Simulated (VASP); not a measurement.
# LiSb3 (P4/mmm) in VASP: a series of runs

One crystal, LiSb3, is run at these levels: PBE; tasks: single point.

Program: VASP 6.6.1. These are calculated values, not measurements. Logs are shortened: lines on timing, memory, paths and dates and some standing lists are left out, and cuts for length are marked.

### Step 1. Starting point

It takes space group P4/mmm (No. 123, tetragonal). Conventional cell: a = 4.728 Å, b = 4.728 Å, c = 4.681 Å, α = 90.00°, β = 90.00°, γ = 90.00°. Li (site symmetry 4/mmm) has 12 Sb at 3.33 to 3.34 Å as nearest neighbours. Sb (site symmetry mmm) has 4 Li at 3.33 Å and 8 Sb at 3.33 to 3.34 Å as nearest neighbours. Sb (site symmetry 4/mmm) is surrounded by 8 Sb at 3.33 Å and 4 Li at 3.34 Å.

The cell comes from a database or a generator and needn't be the stable form of this composition.

### Step 2. Single point, PBE

The input, INCAR:

```
ALGO = Normal ; EDIFF = 1E-6
ENCUT = 520 ; GGA = PE
ISIF = 2 ; ISMEAR = 0
LASPH = T ; LCHARG = T
LELF = T ; LREAL = F
LVHAR = T ; LWAVE = F
NBANDS = 17 ; NELM = 100
PREC = Accurate ; SIGMA = 0.02
```

The input, KPOINTS:

```
k-points
0
Gamma
  4 4 4
```

The input, POSCAR:

```
LiSb3
1.0
    4.7278312100      0.0000000000      0.0000000000
    0.0000000000      4.7278312100      0.0000000000
    0.0000000000      0.0000000000      4.6810210000
Li Sb
1 3
Direct
    0.0000000000      0.0000000000      0.0000000000
    0.5000000000      0.0000000000      0.5000000000
    0.0000000000      0.5000000000      0.5000000000
    0.5000000000      0.5000000000      0.0000000000
```

Potentials or basis: VASP PAW PBE potentials, release 64 (Li_sv, Sb).

Launch:

```console
cat potpaw_PBE.64/Li_sv/POTCAR potpaw_PBE.64/Sb/POTCAR > POTCAR
mpirun -np 1 vasp_std > vasp.out
```

OUTCAR:

```text
EDIFF = 1E-6
   ENCUT = 520
   GGA = PE
   ISIF = 2
   ISMEAR = 0
   LASPH = T
   LREAL = F
   NELM = 100
   PREC = Accurate

 ion  position               nearest neighbor table
   1  0.000  0.000  0.000-
   2  0.500  0.000  0.500-   4 3.33   4 3.33   4 3.33   4 3.33   3 3.34   3 3.34   3 3.34   3 3.34

   3  0.000  0.500  0.500-   4 3.33   4 3.33   4 3.33   4 3.33   2 3.34   2 3.34   2 3.34   2 3.34

   4  0.500  0.500  0.000-   2 3.33   3 3.33   2 3.33   3 3.33   2 3.33   2 3.33   3 3.33   3 3.33

  LATTYP: Found a simple tetragonal cell.
 ALAT       =     4.7278312100
 C/A-ratio  =     0.9900990099

  Lattice vectors:

 A1 = (   4.7278312100,   0.0000000000,   0.0000000000)
 A2 = (   0.0000000000,   4.7278312100,   0.0000000000)
 A3 = (   0.0000000000,   0.0000000000,   4.6810210000)

Analysis of symmetry for initial positions (statically):
=====================================================================
 Subroutine PRICEL returns:
 Original cell was already a primitive cell.

 Routine SETGRP: Setting up the symmetry group for a
 simple tetragonal supercell.

 Subroutine GETGRP returns: Found 16 space group operations
 (whereof 16 operations were pure point group operations)
 out of a pool of 16 trial point group operations.

The static configuration has the point symmetry D_4h.

Analysis of symmetry for dynamics (positions and initial velocities):
=====================================================================
 Subroutine PRICEL returns:
 Original cell was already a primitive cell.

 Routine SETGRP: Setting up the symmetry group for a
 simple tetragonal supercell.

 Subroutine GETGRP returns: Found 16 space group operations
 (whereof 16 operations were pure point group operations)
 out of a pool of 16 trial point group operations.

The dynamic configuration has the point symmetry D_4h.

 Subroutine INISYM returns: Found 16 space group operations
 (whereof 16 operations are pure point group operations),
 and found     1 'primitive' translations

----------------------------------------------------------------------------------------

                                     Primitive cell

  volume of cell :     104.6320

  direct lattice vectors                    reciprocal lattice vectors
     4.727831210  0.000000000  0.000000000     0.211513473  0.000000000  0.000000000
     0.000000000  4.727831210  0.000000000     0.000000000  0.211513473  0.000000000
     0.000000000  0.000000000  4.681021000     0.000000000  0.000000000  0.213628608

  length of vectors
     4.727831210  4.727831210  4.681021000     0.211513473  0.211513473  0.213628608

  position of ions in fractional coordinates (direct lattice)
     0.000000000  0.000000000  0.000000000
     0.500000000  0.000000000  0.500000000
     0.000000000  0.500000000  0.500000000
     0.500000000  0.500000000  0.000000000

  ion indices of the primitive-cell ions
   primitive index   ion index
                 1           1
                 2           2
                 3           3
                 4           4

----------------------------------------------------------------------------------------

 KPOINTS: k-points

Automatic generation of k-mesh.
 Grid dimensions read from file:
 generate k-points for:    4    4    4

 Generating k-lattice:

  Cartesian coordinates                     Fractional coordinates (reciprocal lattice)
     0.052878368  0.000000000  0.000000000     0.250000000  0.000000000  0.000000000
     0.000000000  0.052878368  0.000000000     0.000000000  0.250000000  0.000000000
     0.000000000  0.000000000  0.053407152     0.000000000  0.000000000  0.250000000

  Length of vectors
     0.052878368  0.052878368  0.053407152

  Shift w.r.t. Gamma in fractional coordinates (k-lattice)
     0.000000000  0.000000000  0.000000000

 Subroutine IBZKPT returns following result:
 ===========================================

 Found     18 irreducible k-points:

 Following reciprocal coordinates:
            Coordinates               Weight
  0.000000  0.000000  0.000000      1.000000
  0.250000  0.000000  0.000000      4.000000
  0.500000  0.000000  0.000000      2.000000
  0.250000  0.250000  0.000000      4.000000
  0.500000  0.250000  0.000000      4.000000
  0.500000  0.500000  0.000000      1.000000
[... 10 lines left out ...]
  0.500000  0.250000  0.500000      4.000000
  0.500000  0.500000  0.500000      1.000000
   k-points           NKPTS =     18   k-points in BZ     NKDIM =     18   number of bands    NBANDS=     17
   number of dos      NEDOS =    301   number of ions     NIONS =      4
   total plane-waves  NPLWV =  46656
   dimension x,y,z NGX =    36 NGY =   36 NGZ =   36
   dimension x,y,z NGXF=    72 NGYF=   72 NGZF=   72
   ions per type =               1   3
   NGX,Y,Z   is equivalent  to a cutoff of  12.66, 12.66, 12.79 a.u.
   NGXF,Y,Z  is equivalent  to a cutoff of  25.32, 25.32, 25.57 a.u.
 SYSTEM =  unknown system
   PREC   = accura    normal or accurate (medium, high low for compatibility)
   ISTART =      0    job   : 0-new  1-cont  2-samecut
   ICHARG =      2    charge: 1-file 2-atom 10-const
   ISPIN  =      1    spin polarized calculation?
   LNONCOLLINEAR =      F non collinear calculations
   LSORBIT =      F    spin-orbit coupling
   LASPH  =      T    aspherical Exc in radial PAW
   ENCUT  =  520.0 eV  38.22 Ry    6.18 a.u.   8.79  8.79  8.70*2*pi/ulx,y,z
   NELM   =    100;   NELMIN=  2; NELMDL= -5     # of ELM steps
   EDIFF  = 0.1E-05   stopping-criterion for ELM
   LREAL  =      F    real-space projection
   EDIFFG = 0.1E-04   stopping-criterion for IOM
   NSW    =      0    number of steps for IOM
   IBRION =     -1    ionic relax: 0-MD 1-quasi-New 2-CG
   NFREE  =      0    steps in history (QN), initial steepest desc. (CG)
   ISIF   =      2    stress and relaxation
   ISYM   =      2    0-nonsym 1-usesym 2-fastsym
   POTIM  = 0.5000    time-step for ionic-motion
   TEBEG  =    0.0;   TEEND  =   0.0 temperature during run
   PSTRESS=    0.0 pullay stress
   NELECT =      18.0000    total number of electrons
   NUPDOWN=      -1.0000    fix difference up-down
   EMIN   =  10.00;   EMAX   =-10.00  energy-range for DOS
   EFERMI =   0.00;   METHOD = LEGACY
   ISMEAR =     0;   SIGMA  =   0.02  broadening in eV -4-tet -1-fermi 0-gaus
   EFERMI_NEDOS =   21; number of points for ismear=-14 and -15
   IALGO  =     38    algorithm
   IMIX   =      4    mixing-type and parameters
     AMIX     =   0.40;   BMIX     =  1.00
     AMIX_MAG =   1.60;   BMIX_MAG =  1.00
  volume/ion in A,a.u.               =      26.16       176.52
  Fermi-wavevector in a.u.,A,eV,Ry     =   0.910495  1.720586 11.279242  0.829001
  Thomas-Fermi vector in A             =   2.034664
   LORBIT       =      0    0 simple, 1 ext, 2 COOP (PROOUT), +10 PAW based schemes
   GGA     = PE    functional components
   LHFCALC =     F    Hartree Fock is set to
   AEXX    =    0.0000 exact exchange contribution
   IVDW    =     0    specifies the selected vdW correction
   LEPSILON=     F    determine dielectric tensor
   LRPA    =     F    only Hartree local field effects (RPA)
 non-spin polarized calculation
 Gauss-broadening in eV      SIGMA  =   0.02
  energy-cutoff  :      520.00
  volume of cell :      104.63
 maximum number of plane-waves:      2848
 NGX is ok and might be reduce to    36
   NGX = 17   NGY = 17   NGZ = 17

 number of electron      17.9999991 magnetization

 Free energy of the ion-electron system (eV)
  ---------------------------------------------------
  ext. energy  EPLUGINS =         0.00000000
  ---------------------------------------------------
  free energy    TOTEN  =       -14.40750379 eV

  energy without entropy =      -14.40613255  energy(sigma->0) =      -14.40681817

 E-fermi :   6.5057     XC(G=0):  -9.4145

 val. band max:        6.4733207342   @ k =   0.2500   0.0000   0.0000
 cond. band min:       6.5070050866   @ k =   0.0000   0.0000   0.2500
 fundamental gap:      0.0336843524
 Fermi energy:         6.5056802952

 k-point     1 :       0.0000    0.0000    0.0000
  band No.  band energies     occupation
      1     -40.8167      2.00000
      2      -5.4582      2.00000
      3      -0.6770      2.00000
      4      -0.5938      2.00000
      5       2.5432      2.00000
      6       2.5432      2.00000
[... 9 lines left out ...]
     16      11.9532      0.00000
     17      12.0682      0.00000

 k-point     2 :       0.2500    0.0000    0.0000
  band No.  band energies     occupation
      1     -40.8167      2.00000
      2      -5.1067      2.00000
      3      -1.9447      2.00000
      4      -0.5101      2.00000
      5       2.9346      2.00000
      6       3.0097      2.00000
[... 9 lines left out ...]
     16      12.4733      0.00000
     17      13.2945      0.00000

 k-point     3 :       0.5000    0.0000    0.0000
  band No.  band energies     occupation
      1     -40.8167      2.00000
      2      -4.4521      2.00000
      3      -3.1958      2.00000
      4      -0.3961      2.00000
      5       3.6344      2.00000
      6       3.7175      2.00000
[... 9 lines left out ...]
     16      12.3568      0.00000
     17      12.3825      0.00000

 k-point     4 :       0.2500    0.2500    0.0000
  band No.  band energies     occupation
      1     -40.8166      2.00000
      2      -4.7521      2.00000
      3      -2.0521      2.00000
      4      -1.3187      2.00000
      5       2.9141      2.00000
      6       3.4127      2.00000
[... 9 lines left out ...]
     16      12.0152      0.00000
     17      13.0613      0.00000
[... 223 lines left out ...]
      1     -40.8166      2.00000
      2      -3.6625      2.00000
      3      -2.8292      2.00000
      4      -1.6392      2.00000
      5       2.0741      2.00000
      6       2.9693      2.00000
[... 9 lines left out ...]
     16      12.9429      0.00000
     17      13.2016      0.00000

 k-point    17 :       0.5000    0.2500    0.5000
  band No.  band energies     occupation
      1     -40.8166      2.00000
      2      -2.7611      2.00000
      3      -2.6052      2.00000
      4      -2.5864      2.00000
      5       1.9191      2.00000
      6       1.9984      2.00000
[... 9 lines left out ...]
     16      13.6327      0.00000
     17      13.7210      0.00000

 k-point    18 :       0.5000    0.5000    0.5000
  band No.  band energies     occupation
      1     -40.8167      2.00000
      2      -2.3662      2.00000
      3      -2.3524      2.00000
      4      -2.3524      2.00000
      5       0.6897      2.00000
      6       2.1220      2.00000
[... 9 lines left out ...]
     16      14.6391      0.00000
     17      14.7038      0.00000

------------------------ aborting loop because EDIFF is reached ----------------------------------------

  FORCE on cell =-STRESS in cart. coord.  units (eV):
  Direction    XX          YY          ZZ          XY          YZ          ZX
  --------------------------------------------------------------------------------------
  -------------------------------------------------------------------------------------
  Total       -0.6994841     -0.6994841     -0.8988389      0.0000000      0.0000000      0.0000000
  in kB      -10.7108499    -10.7108499    -13.7634702      0.0000000      0.0000000      0.0000000
  external PRESSURE =     -11.7283900 kB  Pullay stress =       0.0000000 kB

 VOLUME and BASIS-vectors are now :
 -----------------------------------------------------------------------------
  energy-cutoff  :      520.00
  volume of cell :      104.63
      direct lattice vectors                 reciprocal lattice vectors
     4.727831210  0.000000000  0.000000000     0.211513473  0.000000000  0.000000000
     0.000000000  4.727831210  0.000000000     0.000000000  0.211513473  0.000000000
     0.000000000  0.000000000  4.681021000     0.000000000  0.000000000  0.213628608

 POSITION                                       TOTAL-FORCE (eV/Angst)
 -----------------------------------------------------------------------------------
      0.00000      0.00000      0.00000         0.000000      0.000000      0.000000
      2.36392      0.00000      2.34051         0.000000      0.000000      0.000000
      0.00000      2.36392      2.34051         0.000000      0.000000      0.000000
      2.36392      2.36392      0.00000         0.000000      0.000000      0.000000
 -----------------------------------------------------------------------------------
    total drift:                               -0.000000      0.000000      0.000000

  FREE ENERGIE OF THE ION-ELECTRON SYSTEM (eV)
  ---------------------------------------------------
  free  energy   TOTEN  =       -14.4075037901 eV

  energy  without entropy=      -14.4061325546  energy(sigma->0) =      -14.40681817
```

Wall time 16 s (1 thread of AMD EPYC 9R45 (Zen 5), shared host); peak memory 0.18 GiB.

Results:

```yaml
Free_energy: -14.4075 eV
Band_gap_on_the_k_mesh: none (metal or under the smearing width)
```

Caveat: the cutoff is under 1.25 times the usual one of these potentials, so pressure, stress and relaxed cells hold a basis-set (Pulay) error. Spin-orbit coupling is left out, which matters for the levels of Sb.

### Step 3. Single point, PBE

This run uses another cell than the first one, of 25.13 Å³/atom, 0.961 times its volume.

The input, INCAR:

```
PREC = Accurate
ENCUT = 520
EDIFF = 1E-7
ISMEAR = 0
SIGMA = 0.02
LREAL = False
LASPH = True
NELM = 100
ALGO = Normal
ISIF = 2
LWAVE = False
LCHARG = True
GGA = PE
LELF = True
LVHAR = True
NBANDS = 17
```

The input, KPOINTS:

```
regular mesh
0
Gamma
  4 4 4
```

POSCAR: that of step 2 with these lines changed.

```diff
@@ -2,4 +2,4 @@
 1.0
-    4.7278312100      0.0000000000      0.0000000000
-    0.0000000000      4.7278312100      0.0000000000
+    4.6342107900      0.0000000000      0.0000000000
+    0.0000000000      4.6342107900      0.0000000000
     0.0000000000      0.0000000000      4.6810210000
```

Potentials or basis: VASP PAW PBE potentials, release 64 (Li_sv, Sb).

Launch:

```console
cat potpaw_PBE.64/Li_sv/POTCAR potpaw_PBE.64/Sb/POTCAR > POTCAR
mpirun -np 1 vasp_std > vasp.out
```

It took 19 s on 1 thread of AMD EPYC 9R45 (Zen 5), shared host; peak memory 0.18 GiB.

It converged, with:

* Free energy: -14.4127 eV
* Band gap on the k mesh: none (metal or under the smearing width)

Levels at points of the mesh, in eV from the Fermi level:
| k point | band 7 | band 8 | band 9 | band 10 | band 11 | band 12 |
| --- | --- | --- | --- | --- | --- | --- |
| (0.00, 0.00, 0.00) | -4.07 | 0.96 | 1.06 | 1.06 | 1.06 | 2.84 |
| (0.50, 0.00, 0.00) | -1.42 | -1.36 | -0.99 | -0.84 | -0.55 | 2.73 |
| (0.50, 0.50, 0.00) | -1.30 | -0.87 | -0.87 | -0.74 | -0.74 | 2.96 |
| (0.00, 0.00, 0.50) | -1.35 | -1.35 | -0.96 | -0.77 | -0.51 | 2.83 |
| (0.50, 0.00, 0.50) | -1.27 | -0.85 | -0.80 | -0.67 | -0.65 | 3.05 |
| (0.50, 0.50, 0.50) | -4.52 | -4.52 | 0.68 | 4.13 | 4.30 | 4.64 |

Caveat: the cutoff is under 1.25 times the usual one of these potentials, so pressure, stress and relaxed cells hold a basis-set (Pulay) error.

### Step 4. Single point, PBE

This run uses another cell than the first one, of 24.63 Å³/atom, 0.941 times its volume.

The input, INCAR:

```
SYSTEM = LiSb3
ALGO = Normal
EDIFF = 1E-6
ENCUT = 520
GGA = PE
ISIF = 2
ISMEAR = 0
LASPH = .True.
LCHARG = .False.
LREAL = .False.
LWAVE = .False.
NBANDS = 17
NELM = 100
PREC = Accurate
SIGMA = 0.02
```

The input, KPOINTS:

```
k-points
0
Gamma
  4 4 4
  0 0 0
```

POSCAR: that of step 3 with these lines changed.

```diff
@@ -2,4 +2,4 @@
 1.0
-    4.6342107900      0.0000000000      0.0000000000
-    0.0000000000      4.6342107900      0.0000000000
+    4.5874005800      0.0000000000      0.0000000000
+    0.0000000000      4.5874005800      0.0000000000
     0.0000000000      0.0000000000      4.6810210000
```

Launch:

```console
cat potpaw_PBE.64/Li_sv/POTCAR potpaw_PBE.64/Sb/POTCAR > POTCAR
mpirun -np 1 vasp_std > vasp.out
```

It took 16 s on 1 thread of AMD EPYC 9R45 (Zen 5), shared host; peak memory 0.18 GiB.

It converged, with:

```yaml
Free_energy: -14.3969 eV
Band_gap_on_the_k_mesh: none (metal or under the smearing width)
```

Levels at points of the mesh, in eV from the Fermi level:
```tsv
k point	band 5	band 6	band 7	band 8	band 9	band 10	band 11	band 12	band 13	band 14
(0.00, 0.00, 0.00)	-4.30	-4.14	-4.14	0.91	1.08	1.08	1.08	2.86	2.90	2.90
(0.50, 0.00, 0.00)	-3.08	-2.90	-1.51	-1.38	-1.03	-0.84	-0.58	2.73	2.84	4.41
(0.50, 0.50, 0.00)	-4.95	-2.49	-1.37	-0.94	-0.94	-0.80	-0.80	2.87	4.24	4.24
(0.00, 0.00, 0.50)	-3.03	-3.03	-1.37	-1.37	-0.93	-0.76	-0.52	2.94	2.94	4.21
(0.50, 0.00, 0.50)	-4.88	-2.23	-1.29	-0.87	-0.80	-0.64	-0.61	3.04	3.93	4.43
(0.50, 0.50, 0.50)	-6.19	-4.73	-4.62	-4.62	0.64	4.14	4.49	4.71	4.71	4.95
```

Caveat: the cutoff is under 1.25 times the usual one of these potentials, so pressure, stress and relaxed cells hold a basis-set (Pulay) error.

### Step 5. Single point, PBE

This run uses another cell than the first one, of 25.64 Å³/atom, 0.980 times its volume.

The input, INCAR:

```
PREC = Accurate
ENCUT = 520
EDIFF = 1E-7
ISMEAR = 0
SIGMA = 0.02
LREAL = False
LASPH = True
NELM = 100
ALGO = Normal
ISIF = 2
LWAVE = False
LCHARG = False
GGA = PE
NBANDS = 17
```

The input, KPOINTS:

```
Automatic mesh
0
Gamma
  4 4 4
```

POSCAR: that of step 4 with these lines changed.

```diff
@@ -2,4 +2,4 @@
 1.0
-    4.5874005800      0.0000000000      0.0000000000
-    0.0000000000      4.5874005800      0.0000000000
+    4.6810210000      0.0000000000      0.0000000000
+    0.0000000000      4.6810210000      0.0000000000
     0.0000000000      0.0000000000      4.6810210000
```

Launch:

```console
cat potpaw_PBE.64/Li_sv/POTCAR potpaw_PBE.64/Sb/POTCAR > POTCAR
mpirun -np 1 vasp_std > vasp.out
```

It took 11 s on 1 thread of AMD EPYC 9R45 (Zen 5), shared host; peak memory 0.17 GiB.

Results (log left out):

```yaml
Free_energy: -14.4150 eV
Band_gap_on_the_k_mesh: none (metal or under the smearing width)
```

Levels at points of the mesh, in eV from the Fermi level:
| k point | band 5 | band 6 | band 7 | band 8 | band 9 | band 10 | band 11 | band 12 | band 13 | band 14 |
| --- | --- | --- | --- | --- | --- | --- | --- | --- | --- | --- |
| (0.00, 0.00, 0.00) | -4.01 | -4.01 | -4.01 | 0.99 | 1.03 | 1.03 | 1.03 | 2.80 | 2.80 | 2.80 |
| (0.50, 0.00, 0.00) | -2.87 | -2.87 | -1.34 | -1.34 | -1.01 | -0.79 | -0.52 | 2.71 | 2.71 | 4.20 |
| (0.50, 0.50, 0.00) | -4.69 | -2.31 | -1.25 | -0.82 | -0.82 | -0.70 | -0.70 | 3.04 | 3.85 | 4.31 |
| (0.50, 0.50, 0.50) | -5.93 | -4.45 | -4.45 | -4.45 | 0.70 | 4.10 | 4.10 | 4.54 | 4.54 | 4.54 |

Caveat: the cutoff is under 1.25 times the usual one of these potentials, so pressure, stress and relaxed cells hold a basis-set (Pulay) error.

### Step 6. The runs side by side

| cell | gap on the mesh (eV) |
| --- | --- |
| P4/mmm, 26.16 Å³/atom | none |
| P4/mmm, 25.13 Å³/atom | none |
| P4/mmm, 24.63 Å³/atom | none |
| Pm-3m, 25.64 Å³/atom | none |

Alike in all rows: task single point; level PBE; potentials or basis VASP PAW PBE potentials, release 64 (Li_sv, Sb); no spin polarisation; k mesh 4 × 4 × 4; cutoff (eV) 520; smearing gaussian 0.02 eV.

Every run on the cell as given and a fine mesh finds a metal.

Caveats: the cutoff is under 1.25 times the usual one of these potentials, so pressure, stress and relaxed cells hold a basis-set (Pulay) error.

Absolute energies hang on the potentials; compare differences alone.
